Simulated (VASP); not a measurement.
# TaW₃ (space group Fm-3m): computed properties

Method: PBEsol GGA, VASP's PBE PAW potentials (set 64) (plane waves; VASP).

| Item | Result |
|---|---|
| space group | Fm-3m (225) |
| cell | a = b = c = 6.363 Å, α = β = γ = 90.00° |
| volume per atom | 16.10 Å³/atom |
| band gap (over mesh and band path) | none (metal, semimetal or under 0.01 eV) |
| density | 18.89 g/cm³ |

```yaml
crystal:
  lattice:
    - [0.00000, 3.18140, 3.18140]
    - [3.18140, 0.00000, 3.18140]
    - [3.18140, 3.18140, 0.00000]
  atoms:
    - { symbol: Ta, position: [0.00000, 0.00000, 0.00000] }
    - { symbol: W, position: [0.25000, 0.25000, 0.25000] }
    - { symbol: W, position: [0.75000, 0.75000, 0.75000] }
    - { symbol: W, position: [0.50000, 0.50000, 0.50000] }
```

Unless said otherwise, spin-orbit coupling is left out, though it shifts the bands of the heavy elements here.

The structure comes from a computed database's TaW3 entry (Fm-3m); how it stands against other phases isn't given here. It was relaxed first. Symmetry was kept, so distortions that lower it aren't found. The electron count is odd and the run is not spin-polarised, which forces a metal.
